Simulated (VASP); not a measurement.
Here is the system:

```
CELL_PARAMETERS angstrom
      4.20145     0.00000     0.00000
      0.00000     4.20145     0.00000
      0.00000     0.00000     4.20145
ATOMIC_POSITIONS crystal
  Ba 0.00000 0.00000 0.00000
  Hf 0.50000 0.50000 0.50000
  O  0.50000 0.00000 0.50000
  O  0.00000 0.50000 0.50000
  O  0.50000 0.50000 0.00000
```

Computed with PBE GGA, VASP's PBE PAW potentials (set 64) (plane waves; VASP). Run with 520 eV cut-off, 7×7×7 Γ-centred mesh, Gaussian smearing of 0.010 eV, potentials Ba_sv Hf_pv O.

**Question.** Give the direction-averaged independent-particle dielectric function (no local fields, no excitons; a broadening of 0.1 eV leaves a tail below the gap, and fine structure carries the noise of the k-mesh).

**Answer.** 
```csv
ħω (eV),ε₁,ε₂
0.00,4.74,0.00
0.30,4.74,0.00
0.70,4.77,0.01
1.10,4.82,0.01
1.50,4.89,0.02
1.80,4.96,0.03
2.20,5.09,0.04
2.60,5.26,0.05
3.00,5.49,0.07
3.30,5.74,0.10
3.70,6.23,0.22
4.10,6.72,0.45
4.50,7.42,1.37
4.90,8.16,2.19
5.20,7.10,4.62
5.60,7.03,3.32
6.00,8.05,5.94
6.40,5.76,7.07
6.70,1.99,6.62
7.10,1.38,4.63
7.50,2.69,3.66
7.90,2.07,5.19
8.30,2.53,3.38
8.60,2.45,4.78
9.00,2.35,3.92
9.40,1.64,4.98
9.80,1.77,4.28
10.10,0.53,5.60
10.50,-0.48,3.92
10.90,-0.57,2.99
11.30,0.27,3.03
11.70,-1.09,2.55
```
ε₂ peaks at 6.1 eV (height 7.3), 6.5 eV (height 8.1), 7.8 eV (height 5.2), 9.3 eV (height 5.1), 10.0 eV (height 5.7); ε₁(0) averages 4.74, so the electronic refractive index below the gap tends to √4.74 = 2.18.

The compound is BaHfO3 in the cubic perovskite structure. It was relaxed first.
